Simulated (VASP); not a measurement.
```yaml
crystal:
  lattice:
    - [5.86541, 0.00000, 0.00000]
    - [2.93271, 5.07960, 0.00000]
    - [0.00000, 0.00000, 21.38036]
  atoms:
    - { symbol: Ag, position: [0.00000, 0.00000, 0.33285] }
    - { symbol: Ag, position: [0.50049, 0.99902, 0.33292] }
    - { symbol: Ag, position: [0.99902, 0.50049, 0.33292] }
    - { symbol: Ag, position: [0.50049, 0.50049, 0.33292] }
    - { symbol: Ag, position: [0.16643, 0.16643, 0.44436] }
    - { symbol: Ag, position: [0.66714, 0.16643, 0.44436] }
    - { symbol: Ag, position: [0.16643, 0.66714, 0.44436] }
    - { symbol: Ag, position: [0.66667, 0.66667, 0.44314] }
    - { symbol: Ag, position: [0.83263, 0.33474, 0.55523] }
    - { symbol: Ag, position: [0.33333, 0.33333, 0.55319] }
    - { symbol: Ag, position: [0.83263, 0.83263, 0.55523] }
    - { symbol: Ag, position: [0.33474, 0.83263, 0.55523] }
    - { symbol: Ag, position: [0.00000, 0.00000, 0.66522] }
    - { symbol: Ag, position: [0.50447, 0.99106, 0.66675] }
    - { symbol: Ag, position: [0.99106, 0.50447, 0.66675] }
    - { symbol: Ag, position: [0.50447, 0.50447, 0.66675] }
    - { symbol: S, position: [0.33333, 0.33333, 0.74692] }
```

Level of theory: PBE GGA, VASP's PBE PAW potentials (set 64) (plane waves; VASP). Numerical set-up: PREC = Normal, 400 eV cut-off, 5×5×1 Γ-centred mesh, first-order Methfessel-Paxton smearing of 0.10 eV, potentials Ag S.

**Question.** What does the run give for the energy per atom (σ→0), band gap (on the k-mesh) with the smallest direct gap where there is one?

**Answer.** 
```yaml
band gap (on the k-mesh): none (metal, semimetal or under 0.01 eV)
energy per atom (σ→0): -2.663 eV/atom
```

The absolute energy has meaning only against runs of the same code, potentials and settings.

The cell is a thin slab with vacuum, built from Ag (fcc): (111) face, S adsorbed.
